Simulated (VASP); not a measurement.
**SiC (relaxed from the CsCl structure, space group Pm-3m): computed properties**

These are r2SCAN meta-GGA, VASP's PBE PAW potentials (set 64) (plane waves; VASP) values and carry that method's errors.

```yaml
space_group: Pm-3m (221)
cell: a = b = c = 2.620 Å, α = β = γ = 90.00°
volume_per_atom: 8.99 Å³/atom
band gap (over mesh and band path): none (metal, semimetal or under 0.01 eV)
density: 3.70 g/cm³
```

```cif
data_CSi
_chemical_formula_sum 'Si1 C1'
_space_group_name_H-M_alt 'P 1'
_space_group_IT_number 1
_cell_length_a 2.61964
_cell_length_b 2.61964
_cell_length_c 2.61964
_cell_angle_alpha 90.000
_cell_angle_beta 90.000
_cell_angle_gamma 90.000
loop_
_space_group_symop_operation_xyz
  'x, y, z'
loop_
_atom_site_label
_atom_site_type_symbol
_atom_site_fract_x
_atom_site_fract_y
_atom_site_fract_z
_atom_site_occupancy
Si1 Si 0.00000 0.00000 0.00000 1
C1 C 0.50000 0.50000 0.50000 1
```

The structure was generated: SiC was put into the CsCl type (Pm-3m), which need not be its known phase. It was relaxed first, which changed the volume by +23 %. Symmetry was kept, so distortions that lower it aren't found.
